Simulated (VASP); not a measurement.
Level of theory: PBE GGA, VASP's PBE PAW potentials (set 64) (plane waves; VASP).

The input files of a VASP run:

### KPOINTS
```
Automatic
0
gamma
 6 6 6
```

### INCAR
```
# general
SYSTEM  = SrCl2
PREC    = Accurate
ENCUT   = 800   # plane-wave cut-off (eV)
LREAL   = .FALSE.   # projection in real space or not
LASPH   = .TRUE.

# electronic loop
EDIFF   = 1E-6   # SCF stop (eV)
NELM    = 100   # most electronic steps
ALGO    = Normal   # blocked Davidson
LMAXMIX = 4

# smearing
ISMEAR  = 0   # Gaussian
SIGMA   = 0.05

# functional
GGA     = PE   # PBE

# ions
ISIF    = 2

# output
LWAVE   = .FALSE.
LCHARG  = .FALSE.
```

File POSCAR:
```
SrCl2
1
    0.0000000000     3.4900000000     3.4900000000
    3.4900000000     0.0000000000     3.4900000000
    3.4900000000     3.4900000000     0.0000000000
Sr Cl
1 2
Direct
  0.0000000000   0.0000000000   0.0000000000
  0.2500000000   0.2500000000   0.2500000000
  0.7500000000   0.7500000000   0.7500000000
```

POTCAR, in this order: Sr_sv Cl (PBE.64 set). Program: vasp_std.

The resulting files:

OSZICAR:
```
       N       E                     dE             d eps       ncg     rms          rms(c)
DAV:   1     0.186411176026E+03    0.18641E+03   -0.14823E+04   512   0.189E+03
DAV:   2    -0.715376489663E+00   -0.18713E+03   -0.18381E+03   696   0.291E+02
DAV:   3    -0.127025827685E+02   -0.11987E+02   -0.11978E+02   688   0.752E+01
DAV:   4    -0.130547025171E+02   -0.35212E+00   -0.35204E+00   912   0.103E+01
DAV:   5    -0.130602208192E+02   -0.55183E-02   -0.55182E-02   720   0.937E-01    0.130E+01
DAV:   6    -0.127649012972E+02    0.29532E+00   -0.78367E-01   648   0.515E+00    0.846E+00
DAV:   7    -0.127757404945E+02   -0.10839E-01   -0.45545E-01   776   0.432E+00    0.205E+00
DAV:   8    -0.127804152916E+02   -0.46748E-02   -0.63784E-02   624   0.153E+00    0.328E-01
DAV:   9    -0.127819034075E+02   -0.14881E-02   -0.24374E-03   752   0.316E-01    0.122E-01
DAV:  10    -0.127832227393E+02   -0.13193E-02   -0.11463E-03   576   0.234E-01    0.328E-02
DAV:  11    -0.127833039718E+02   -0.81233E-04   -0.10839E-04   800   0.617E-02    0.389E-02
DAV:  12    -0.127833119916E+02   -0.80198E-05   -0.13286E-05   600   0.214E-02    0.143E-02
DAV:  13    -0.127833154568E+02   -0.34652E-05   -0.96939E-06   656   0.177E-02    0.426E-03
DAV:  14    -0.127833153792E+02    0.77657E-07   -0.32724E-07   560   0.418E-03
   1 F= -.12783315E+02 E0= -.12783315E+02  d E =-.119096E-12
```

OUTCAR:
```
------------------------ aborting loop because EDIFF is reached ----------------------------------------
  FORCE on cell =-STRESS in cart. coord.  units (eV):
  Direction    XX          YY          ZZ          XY          YZ          ZX
  --------------------------------------------------------------------------------------
  Total        0.5608794      0.5608794      0.5608794      0.0000000     -0.0000000     -0.0000000
  in kB       10.5699719     10.5699719     10.5699719      0.0000000     -0.0000000     -0.0000000
  external PRESSURE =      10.5699719 kB  Pullay stress =       0.0000000 kB
  volume of cell :       85.02
      direct lattice vectors                 reciprocal lattice vectors
     0.000000000  3.490000000  3.490000000    -0.143266476  0.143266476  0.143266476
     3.490000000  0.000000000  3.490000000     0.143266476 -0.143266476  0.143266476
     3.490000000  3.490000000  0.000000000     0.143266476  0.143266476 -0.143266476
 POSITION                                       TOTAL-FORCE (eV/Angst)
 -----------------------------------------------------------------------------------
      0.00000      0.00000      0.00000         0.000000      0.000000     -0.000000
      1.74500      1.74500      1.74500        -0.000000     -0.000000      0.000000
      5.23500      5.23500      5.23500         0.000000     -0.000000     -0.000000
 -----------------------------------------------------------------------------------
    total drift:                               -0.000000     -0.000000     -0.000000
  FREE ENERGIE OF THE ION-ELECTRON SYSTEM (eV)
  ---------------------------------------------------
  free  energy   TOTEN  =       -12.7833153792 eV

  energy  without entropy=      -12.7833153792  energy(sigma->0) =      -12.78331538
```
(Selected blocks of OUTCAR.)

The compound is SrCl2 in the fluorite structure. The cell was not relaxed at this level. The run is one of a series of settings (ENCUT = 800 against the base run), some of them coarse on purpose.
